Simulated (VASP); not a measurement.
# MgRe3 (Fm-3m) in VASP: reference runs

Aim: a first look at MgRe3 with PBE, on the cell as given and on a disturbed one.

All numbers are computed with VASP 6.6.1; they aren't measurements. Logs are shortened: lines on timing, memory, paths and dates and some standing lists are left out, and cuts for length are marked.

## 1. Starting point

It takes space group Fm-3m (No. 225, cubic). The conventional cell has a = 6.229 Å, b = 6.229 Å, c = 6.229 Å, α = 90.00°, β = 90.00°, γ = 90.00°. Re (site symmetry -43m) has 4 Re at 2.70 Å and 4 Mg at 2.70 Å as nearest neighbours. Re (site symmetry m-3m) is surrounded by 8 Re at 2.70 Å. Mg (site symmetry m-3m) is surrounded by 8 Re at 2.70 Å.

The cell comes from a database or a generator and needn't be the stable form of this composition.

## 2. Single point, PBE

File INCAR:

```
PREC = Accurate ; ENCUT = 520
EDIFF = 1E-7 ; ISMEAR = -1
SIGMA = 0.05 ; LREAL = F
LASPH = T ; NELM = 100
ALGO = Normal ; ISIF = 2
LWAVE = F ; LCHARG = T
GGA = PE ; LELF = T
LVHAR = T ; NBANDS = 20
```

File KPOINTS:

```
regular mesh
0
Gamma
  7 7 7
```

File POSCAR:

```
MgRe3
1.0
    0.0000000000      3.1145280000      3.1145280000
    3.1145280000      0.0000000000      3.1145280000
    3.1145280000      3.1145280000      0.0000000000
Re Mg
3 1
Direct
    0.7500000000      0.7500000000      0.7500000000
    0.5000000000      0.5000000000      0.5000000000
    0.2500000000      0.2500000000      0.2500000000
    0.0000000000      0.0000000000      0.0000000000
```

Potentials or basis: VASP PAW PBE potentials, release 64 (Re, Mg).

Started as:

```bash
cat potpaw_PBE.64/Re/POTCAR potpaw_PBE.64/Mg/POTCAR > POTCAR
mpirun -np 1 vasp_std > vasp.out
```

OUTCAR:

```text
PREC = Accurate
   ENCUT = 520
   EDIFF = 1E-7
   ISMEAR = -1
   LREAL = F
   LASPH = T
   NELM = 100
   ISIF = 2
   GGA = PE

 ion  position               nearest neighbor table
   1  0.750  0.750  0.750-   2 2.70   2 2.70   2 2.70   2 2.70   4 2.70   4 2.70   4 2.70   4 2.70
                             3 3.11   3 3.11   3 3.11   3 3.11   3 3.11   3 3.11
   2  0.500  0.500  0.500-   3 2.70   3 2.70   3 2.70   1 2.70   3 2.70   1 2.70   1 2.70   1 2.70
                             4 3.11   4 3.11   4 3.11   4 3.11   4 3.11   4 3.11
   3  0.250  0.250  0.250-   4 2.70   4 2.70   4 2.70   2 2.70   4 2.70   2 2.70   2 2.70   2 2.70
                             1 3.11   1 3.11   1 3.11   1 3.11   1 3.11   1 3.11
   4  0.000  0.000  0.000-   1 2.70   1 2.70   1 2.70   1 2.70   3 2.70   3 2.70   3 2.70   3 2.70
                             2 3.11   2 3.11   2 3.11   2 3.11   2 3.11   2 3.11

  LATTYP: Found a face centered cubic cell.
 ALAT       =     6.2290560000

  Lattice vectors:

 A1 = (   0.0000000000,   3.1145280000,   3.1145280000)
 A2 = (   3.1145280000,   0.0000000000,   3.1145280000)
 A3 = (   3.1145280000,   3.1145280000,   0.0000000000)

Analysis of symmetry for initial positions (statically):
=====================================================================
 Subroutine PRICEL returns:
 Original cell was already a primitive cell.

 Routine SETGRP: Setting up the symmetry group for a
 face centered cubic supercell.

 Subroutine GETGRP returns: Found 48 space group operations
 (whereof 48 operations were pure point group operations)
 out of a pool of 48 trial point group operations.

The static configuration has the point symmetry O_h .

Analysis of symmetry for dynamics (positions and initial velocities):
=====================================================================
 Subroutine PRICEL returns:
 Original cell was already a primitive cell.

 Routine SETGRP: Setting up the symmetry group for a
 face centered cubic supercell.

 Subroutine GETGRP returns: Found 48 space group operations
 (whereof 48 operations were pure point group operations)
 out of a pool of 48 trial point group operations.

The dynamic configuration has the point symmetry O_h .

 Subroutine INISYM returns: Found 48 space group operations
 (whereof 48 operations are pure point group operations),
 and found     1 'primitive' translations

----------------------------------------------------------------------------------------

                                     Primitive cell

  volume of cell :      60.4236

  direct lattice vectors                    reciprocal lattice vectors
     0.000000000  3.114528000  3.114528000    -0.160537969  0.160537969  0.160537969
     3.114528000  0.000000000  3.114528000     0.160537969 -0.160537969  0.160537969
     3.114528000  3.114528000  0.000000000     0.160537969  0.160537969 -0.160537969

  length of vectors
     4.404607738  4.404607738  4.404607738     0.278059919  0.278059919  0.278059919

  position of ions in fractional coordinates (direct lattice)
     0.750000000  0.750000000  0.750000000
     0.500000000  0.500000000  0.500000000
     0.250000000  0.250000000  0.250000000
     0.000000000  0.000000000  0.000000000

  ion indices of the primitive-cell ions
   primitive index   ion index
                 1           1
                 2           2
                 3           3
                 4           4

----------------------------------------------------------------------------------------

 KPOINTS: regular mesh

Automatic generation of k-mesh.
 Grid dimensions read from file:
 generate k-points for:    7    7    7

 Generating k-lattice:

  Cartesian coordinates                     Fractional coordinates (reciprocal lattice)
    -0.022933996  0.022933996  0.022933996     0.142857143  0.000000000  0.000000000
     0.022933996 -0.022933996  0.022933996     0.000000000  0.142857143  0.000000000
     0.022933996  0.022933996 -0.022933996     0.000000000  0.000000000  0.142857143

  Length of vectors
     0.039722846  0.039722846  0.039722846

  Shift w.r.t. Gamma in fractional coordinates (k-lattice)
     0.000000000  0.000000000  0.000000000

 Subroutine IBZKPT returns following result:
 ===========================================

 Found     20 irreducible k-points:

 Following reciprocal coordinates:
            Coordinates               Weight
  0.000000  0.000000  0.000000      1.000000
  0.142857  0.000000  0.000000      8.000000
  0.285714  0.000000  0.000000      8.000000
  0.428571  0.000000  0.000000      8.000000
  0.142857  0.142857  0.000000      6.000000
  0.285714  0.142857  0.000000     24.000000
[... 12 lines left out ...]
 -0.428571  0.428571  0.142857     24.000000
 -0.285714  0.428571  0.142857     24.000000
   k-points           NKPTS =     20   k-points in BZ     NKDIM =     20   number of bands    NBANDS=     20
   number of dos      NEDOS =    301   number of ions     NIONS =      4
   total plane-waves  NPLWV =  46656
   dimension x,y,z NGX =    36 NGY =   36 NGZ =   36
   dimension x,y,z NGXF=    72 NGYF=   72 NGZF=   72
   ions per type =               3   1
   NGX,Y,Z   is equivalent  to a cutoff of  13.59, 13.59, 13.59 a.u.
   NGXF,Y,Z  is equivalent  to a cutoff of  27.18, 27.18, 27.18 a.u.
 SYSTEM =  unknown system
   PREC   = accura    normal or accurate (medium, high low for compatibility)
   ISTART =      0    job   : 0-new  1-cont  2-samecut
   ICHARG =      2    charge: 1-file 2-atom 10-const
   ISPIN  =      1    spin polarized calculation?
   LNONCOLLINEAR =      F non collinear calculations
   LSORBIT =      F    spin-orbit coupling
   LASPH  =      T    aspherical Exc in radial PAW
   ENCUT  =  520.0 eV  38.22 Ry    6.18 a.u.   8.19  8.19  8.19*2*pi/ulx,y,z
   NELM   =    100;   NELMIN=  2; NELMDL= -5     # of ELM steps
   EDIFF  = 0.1E-06   stopping-criterion for ELM
   LREAL  =      F    real-space projection
   EDIFFG = 0.1E-05   stopping-criterion for IOM
   NSW    =      0    number of steps for IOM
   IBRION =     -1    ionic relax: 0-MD 1-quasi-New 2-CG
   NFREE  =      0    steps in history (QN), initial steepest desc. (CG)
   ISIF   =      2    stress and relaxation
   ISYM   =      2    0-nonsym 1-usesym 2-fastsym
   POTIM  = 0.5000    time-step for ionic-motion
   TEBEG  =    0.0;   TEEND  =   0.0 temperature during run
   PSTRESS=    0.0 pullay stress
   NELECT =      23.0000    total number of electrons
   NUPDOWN=      -1.0000    fix difference up-down
   EMIN   =  10.00;   EMAX   =-10.00  energy-range for DOS
   EFERMI =   0.00;   METHOD = LEGACY
   ISMEAR =    -1;   SIGMA  =   0.05  broadening in eV -4-tet -1-fermi 0-gaus
   EFERMI_NEDOS =   21; number of points for ismear=-14 and -15
   IALGO  =     38    algorithm
   IMIX   =      4    mixing-type and parameters
     AMIX     =   0.40;   BMIX     =  1.00
     AMIX_MAG =   1.60;   BMIX_MAG =  1.00
  volume/ion in A,a.u.               =      15.11       101.94
  Fermi-wavevector in a.u.,A,eV,Ry     =   1.186448  2.242061 19.152346  1.407658
  Thomas-Fermi vector in A             =   2.322620
   LORBIT       =      0    0 simple, 1 ext, 2 COOP (PROOUT), +10 PAW based schemes
   GGA     = PE    functional components
   LHFCALC =     F    Hartree Fock is set to
   AEXX    =    0.0000 exact exchange contribution
   IVDW    =     0    specifies the selected vdW correction
   LEPSILON=     F    determine dielectric tensor
   LRPA    =     F    only Hartree local field effects (RPA)
 non-spin polarized calculation
  energy-cutoff  :      520.00
  volume of cell :       60.42
 maximum number of plane-waves:      1647
 NGX is ok and might be reduce to    36
   NGX = 17   NGY = 17   NGZ = 17

 number of electron      22.9999998 magnetization

 Free energy of the ion-electron system (eV)
  ---------------------------------------------------
  ext. energy  EPLUGINS =         0.00000000
  ---------------------------------------------------
  free energy    TOTEN  =       -37.71135717 eV

  energy without entropy =      -37.69325007  energy(sigma->0) =      -37.70230362

 E-fermi :   6.8932     XC(G=0): -12.7029

 val. band max:        6.8789537610   @ k =  -0.4286   0.4286   0.0000
 cond. band min:       6.9647853731   @ k =   0.4286   0.2857   0.0000
 fundamental gap:      0.0858316121
 Fermi energy:         6.8932409703

 k-point     1 :       0.0000    0.0000    0.0000
  band No.  band energies     occupation
      1      -2.5414      2.00000
      2       1.8663      2.00000
      3       1.8663      2.00000
      4       3.2376      2.00000
      5       3.2376      2.00000
      6       3.2376      2.00000
[... 12 lines left out ...]
     19      14.5334      0.00000
     20      14.5334      0.00000

 k-point     2 :       0.1429    0.0000    0.0000
  band No.  band energies     occupation
      1      -2.2161      2.00000
      2       1.9830      2.00000
      3       1.9830      2.00000
      4       2.9190      2.00000
      5       3.3290      2.00000
      6       3.3290      2.00000
[... 12 lines left out ...]
     19      14.4262      0.00000
     20      14.4297      0.00000

 k-point     3 :       0.2857    0.0000    0.0000
  band No.  band energies     occupation
      1      -1.3051      2.00000
      2       2.3123      2.00000
      3       2.3123      2.00000
      4       2.5836      2.00000
      5       3.3921      2.00000
      6       3.3921      2.00000
[... 12 lines left out ...]
     19      14.2765      0.00000
     20      14.4583      0.00000

 k-point     4 :       0.4286    0.0000    0.0000
  band No.  band energies     occupation
      1      -0.0386      2.00000
      2       1.7236      2.00000
      3       2.6909      2.00000
      4       2.6909      2.00000
      5       3.0418      2.00000
      6       3.3494      2.00000
[... 337 lines left out ...]
 k-point    19 :      -0.4286    0.4286    0.1429
  band No.  band energies     occupation
      1       0.8734      2.00000
      2       1.2776      2.00000
      3       1.5303      2.00000
      4       2.4356      2.00000
      5       3.5587      2.00000
      6       3.6181      2.00000
[... 12 lines left out ...]
     19      10.2062      0.00000
     20      14.9164      0.00000

 k-point    20 :      -0.2857    0.4286    0.1429
  band No.  band energies     occupation
      1       1.0897      2.00000
      2       1.4841      2.00000
      3       1.6334      2.00000
      4       2.0818      2.00000
      5       3.5183      2.00000
      6       3.8429      2.00000
[... 12 lines left out ...]
     19      10.3105      0.00000
     20      15.6980      0.00000

------------------------ aborting loop because EDIFF is reached ----------------------------------------

  FORCE on cell =-STRESS in cart. coord.  units (eV):
  Direction    XX          YY          ZZ          XY          YZ          ZX
  --------------------------------------------------------------------------------------
  -------------------------------------------------------------------------------------
  Total       -0.3632793     -0.3632793     -0.3632793      0.0000000     -0.0000000      0.0000000
  in kB       -9.6326220     -9.6326220     -9.6326220      0.0000000     -0.0000000      0.0000000
  external PRESSURE =      -9.6326220 kB  Pullay stress =       0.0000000 kB

 VOLUME and BASIS-vectors are now :
 -----------------------------------------------------------------------------
  energy-cutoff  :      520.00
  volume of cell :       60.42
      direct lattice vectors                 reciprocal lattice vectors
     0.000000000  3.114528000  3.114528000    -0.160537969  0.160537969  0.160537969
     3.114528000  0.000000000  3.114528000     0.160537969 -0.160537969  0.160537969
     3.114528000  3.114528000  0.000000000     0.160537969  0.160537969 -0.160537969

 POSITION                                       TOTAL-FORCE (eV/Angst)
 -----------------------------------------------------------------------------------
      4.67179      4.67179      4.67179         0.000000      0.000000      0.000000
      3.11453      3.11453      3.11453        -0.000000     -0.000000     -0.000000
      1.55726      1.55726      1.55726        -0.000000     -0.000000     -0.000000
      0.00000      0.00000      0.00000        -0.000000     -0.000000     -0.000000
 -----------------------------------------------------------------------------------
    total drift:                                0.000000      0.000000      0.000000

  FREE ENERGIE OF THE ION-ELECTRON SYSTEM (eV)
  ---------------------------------------------------
  free  energy   TOTEN  =       -37.7113571711 eV

  energy  without entropy=      -37.6932500673  energy(sigma->0) =      -37.70230362
```

It took 63 s on 1 thread of AMD EPYC 7R13 (Zen 3), shared host; peak memory 0.17 GiB.

What came out:

| Item | Value |
| --- | --- |
| Free energy | -37.7114 eV |
| Pressure | -1.0 GPa |
| Band gap on the k mesh | none (metal or under the smearing width) |

Spin-orbit coupling is left out, which matters for the levels of Re.

## 3. Single point, PBE (atoms moved at random, drawn with an rms of 0.05 Å)

File INCAR:

```
PREC = Accurate
ENCUT = 520
EDIFF = 1E-7
ISMEAR = -1
SIGMA = 0.05
LREAL = F
LASPH = T
NELM = 60
ALGO = Normal
ISIF = 2
LWAVE = F
LCHARG = F
GGA = PE
NBANDS = 20
```

File KPOINTS:

```
Automatic mesh
0
Gamma
  7 7 7
```

File POSCAR:

```
MgRe3
1.0
    0.0000000000      3.1145280000      3.1145280000
    3.1145280000      0.0000000000      3.1145280000
    3.1145280000      3.1145280000      0.0000000000
Re Mg
3 1
Direct
    0.7463650000      0.7502840000      0.7419440000
    0.5163070000      0.5044030000      0.4907510000
    0.2360540000      0.2525600000      0.2389640000
   -0.0022650000     -0.0079240000     -0.0049110000
```

Potentials or basis: VASP PAW PBE potentials, release 64 (Re, Mg).

Started as:

```bash
cat potpaw_PBE.64/Re/POTCAR potpaw_PBE.64/Mg/POTCAR > POTCAR
mpirun -np 1 vasp_std > vasp.out
```

Run time: 6.2 min. Hardware: 1 thread of AMD EPYC 7R13 (Zen 3), shared host; peak memory 0.32 GiB.

Results (log left out):

* Free energy: -37.6855 eV
* Pressure: 0.1 GPa
* Largest force: 0.525 eV/Å
* Band gap on the k mesh: none (metal or under the smearing width)

Forces on the atoms (eV/Å):
```
Re  -0.061 -0.151 -0.203
Re  -0.024 -0.114 -0.220
Re  -0.083  0.492  0.165
Mg   0.168 -0.226  0.259
```

Stress tensor (GPa, compression positive):
```
 0.01  0.13  0.31
 0.13 -0.01 -0.05
 0.31 -0.05  0.25
```

Levels at points of the mesh, in eV from the Fermi level:
```
           k point  band 10  band 11  band 12  band 13  band 14  band 15
(0.00, 0.00, 0.00)     1.14     1.20     1.32     1.44     1.53     2.50
```
